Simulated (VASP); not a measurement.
# LiYHg (P4/mmm) in VASP: a series of runs, part 2 of 2

VASP 6.6.1. Earlier steps stand in the parts before.

### 3 Relaxation of cell and atoms, LDA, target pressure 20 GPa, at which the enthalpy is minimised

File INCAR:

```
PREC = Accurate ; ENCUT = 600
EDIFF = 1E-7 ; ISMEAR = -1
SIGMA = 0.05 ; LREAL = False
LASPH = True ; NELM = 60
ALGO = Normal ; ISIF = 3
LWAVE = False ; LCHARG = False
GGA = CA ; IBRION = 2
NSW = 60 ; EDIFFG = -0.02
PSTRESS = 200
```

File KPOINTS:

```
Automatic mesh
0
Gamma
  6 6 5
```

File POSCAR:

```
LiYHg
1.0
    4.2179400000      0.0000000000      0.0000000000
    0.0000000000      4.2179400000      0.0000000000
    0.0000000000      0.0000000000      5.2510900000
Li Y Hg
1 1 1
Direct
    0.5000000000      0.5000000000      0.5000000000
    0.0000000000      0.0000000000      0.0000000000
    0.5000000000      0.5000000000      0.0000000000
```

Potentials or basis: VASP PAW LDA potentials, release 64 (Li_sv, Y_sv, Hg).

Run with:

```console
cat potpaw_LDA.64/Li_sv/POTCAR potpaw_LDA.64/Y_sv/POTCAR potpaw_LDA.64/Hg/POTCAR > POTCAR
mpirun -np 1 vasp_std > vasp.out
```

Run time: 3.9 min. Hardware: 1 thread of Intel Xeon Platinum 8488C (Sapphire Rapids), shared host; peak memory 0.27 GiB.

Results (log left out):

```
Free energy                                            : -9.0367 eV
Relaxed volume                                         : 21.30 Å³/atom
Relaxed cell                                           : a = 3.812 Å, b = 3.812 Å, c = 4.397 Å, α = 90.00°, β = 90.00°, γ = 90.00°
Space group after relaxing (to 0.05 Å)                 : P4/mmm (No. 123)
Energy change on relaxing (the enthalpy is what falls) : +331.4 meV/atom
Ionic steps                                            : 11
Pressure after relaxing                                : 20.0 GPa
Band gap on the k mesh                                 : none (metal or under the smearing width)
```

The path:
| step | energy change (eV) | largest force (eV/Å) | pressure (GPa) | volume (Å³) |
| --- | --- | --- | --- | --- |
| 1 | 0.0000 | 0.0000 | -2.85 | 93.42 |
| 2 | 7.7333 | 0.0000 | 105.28 | 45.30 |
| 3 | 0.6872 | 0.0000 | 16.26 | 68.05 |
| 4 | 0.8477 | 0.0000 | 18.60 | 66.60 |
| 5 | 0.9240 | 0.0000 | 19.68 | 65.97 |
| 6 | 1.0251 | 0.0000 | 20.39 | 63.66 |
| 7 | 1.0208 | 0.0000 | 20.38 | 63.70 |
| 8 | 1.0148 | 0.0000 | 20.34 | 63.74 |
| 9 | 0.9613 | 0.0000 | 19.55 | 64.17 |
| 10 | 0.9903 | 0.0000 | 19.98 | 63.94 |
| 11 | 0.9943 | 0.0000 | 19.99 | 63.91 |

Final structure:
```xyz
3
Lattice="3.8122 0.0000 0.0000 0.0000 3.8122 0.0000 0.0000 0.0000 4.3974" Properties=species:S:1:pos:R:3 pbc="T T T"
Li    1.9061    1.9061    2.1987
Y     0.0000    3.8122    0.0000
Hg    1.9061    1.9061    4.3974
```

Levels at points of the mesh, in eV from the Fermi level:
| k point | band 9 | band 10 | band 11 | band 12 | band 13 | band 14 | band 15 | band 16 | band 17 |
| --- | --- | --- | --- | --- | --- | --- | --- | --- | --- |
| (0.00, 0.00, 0.00) | -8.55 | -8.55 | -7.68 | -0.63 | 0.25 | 1.27 | 3.18 | 3.18 | 3.24 |
| (0.50, 0.00, 0.00) | -8.52 | -8.49 | -5.19 | -3.62 | -0.85 | -0.28 | -0.13 | 2.90 | 3.76 |
| (0.50, 0.50, 0.00) | -8.77 | -8.35 | -6.02 | -0.83 | -0.83 | 0.34 | 2.08 | 2.08 | 2.18 |

Caveat: the cutoff is under 1.25 times the usual one of these potentials, so pressure, stress and relaxed cells hold a basis-set (Pulay) error; the cell is relaxed towards a set pressure, so the enthalpy falls and the energy may rise; the volume moved by over 15 % at a fixed basis, so the end points are rough.

### 4 Relaxation of cell and atoms, LDA, target pressure 30 GPa, at which the enthalpy is minimised

INCAR: that of step 3 with these lines changed.

```diff
@@ -8,2 +8,2 @@
 NSW = 60 ; EDIFFG = -0.02
-PSTRESS = 200
+PSTRESS = 300
```

KPOINTS is that of step 3.

POSCAR is that of step 3.

Run with:

```console
cat potpaw_LDA.64/Li_sv/POTCAR potpaw_LDA.64/Y_sv/POTCAR potpaw_LDA.64/Hg/POTCAR > POTCAR
mpirun -np 1 vasp_std > vasp.out
```

It took 3.9 min on 1 thread of Intel Xeon Platinum 8488C (Sapphire Rapids), shared host; peak memory 0.28 GiB.

The run converged. Its results:

```
Free energy                                            : -8.2824 eV
Relaxed volume                                         : 19.67 Å³/atom
Relaxed cell                                           : a = 3.734 Å, b = 3.734 Å, c = 4.232 Å, α = 90.00°, β = 90.00°, γ = 90.00°
Space group after relaxing (to 0.05 Å)                 : P4/mmm (No. 123)
Energy change on relaxing (the enthalpy is what falls) : +582.9 meV/atom
Ionic steps                                            : 10
Pressure after relaxing                                : 30.0 GPa
Band gap on the k mesh                                 : none (metal or under the smearing width)
```

Stress tensor (GPa, compression positive):
```
30.04  0.00  0.00
 0.00 30.04  0.00
 0.00  0.00 29.90
```

The path:
| step | energy change (eV) | largest force (eV/Å) | pressure (GPa) | volume (Å³) |
| --- | --- | --- | --- | --- |
| 1 | 0.0000 | 0.0000 | -2.85 | 93.42 |
| 2 | 26.6783 | 0.0000 | 385.20 | 30.94 |
| 3 | 0.9077 | 0.0000 | 19.49 | 65.99 |
| 4 | 1.2529 | 0.0000 | 24.25 | 63.48 |
| 5 | 1.6760 | 0.0000 | 29.90 | 61.00 |
| 6 | 1.8948 | 0.0000 | 31.35 | 58.28 |
| 7 | 1.8159 | 0.0000 | 30.84 | 58.66 |
| 8 | 1.8062 | 0.0000 | 30.78 | 58.71 |
| 9 | 1.6699 | 0.0000 | 28.94 | 59.44 |
| 10 | 1.7486 | 0.0000 | 29.99 | 59.01 |

Final structure:
```cif
data_structure
_symmetry_space_group_name_H-M 'P 1'
_symmetry_Int_Tables_number 1
_cell_length_a 3.7345
_cell_length_b 3.7345
_cell_length_c 4.2316
_cell_angle_alpha 90.000
_cell_angle_beta 90.000
_cell_angle_gamma 90.000
_cell_volume 59.01
loop_
_atom_site_label
_atom_site_type_symbol
_atom_site_fract_x
_atom_site_fract_y
_atom_site_fract_z
_atom_site_occupancy
Li1 Li 0.50000 0.50000 0.50000 1
Y1 Y 0.00000 0.00000 0.00000 1
Hg1 Hg 0.50000 0.50000 0.00000 1
```

Levels at points of the mesh, in eV from the Fermi level:
```
           k point  band 9  band 10  band 11  band 12  band 13  band 14  band 15  band 16  band 17
(0.00, 0.00, 0.00)   -8.85    -8.85    -7.92    -0.68     0.40     1.36     3.30     3.42     3.42
(0.50, 0.00, 0.00)   -8.78    -8.70    -5.18    -3.83    -0.88    -0.35    -0.22     3.08     3.98
(0.50, 0.50, 0.00)   -9.07    -8.60    -6.20    -0.90    -0.90     0.29     2.28     2.28     2.33
```

Caveat: the cutoff is under 1.25 times the usual one of these potentials, so pressure, stress and relaxed cells hold a basis-set (Pulay) error; the cell is relaxed towards a set pressure, so the enthalpy falls and the energy may rise; the volume moved by over 15 % at a fixed basis, so the end points are rough. Spin-orbit coupling is left out, which matters for the levels of Hg.

### 5 The runs side by side

```tsv
cell	target pressure	gap on the mesh (eV)	pressure (GPa)
relaxed to 10 GPa	10 GPa	none	10.0
relaxed to 20 GPa	20 GPa	none	20.0
relaxed to 30 GPa	30 GPa	none	30.0
```

Alike in all rows: task relaxation of cell and atoms; level LDA; potentials or basis VASP PAW LDA potentials, release 64 (Li_sv, Y_sv, Hg); no spin polarisation; k mesh 6 × 6 × 5; cutoff (eV) 600; smearing fermi-dirac 0.05 eV.

Caveats: the cutoff is under 1.25 times the usual one of these potentials, so pressure, stress and relaxed cells hold a basis-set (Pulay) error; the cell is relaxed towards a set pressure, so the enthalpy falls and the energy may rise; the volume moved by over 15 % at a fixed basis, so the end points are rough.

Absolute energies hang on the potentials; compare differences alone.
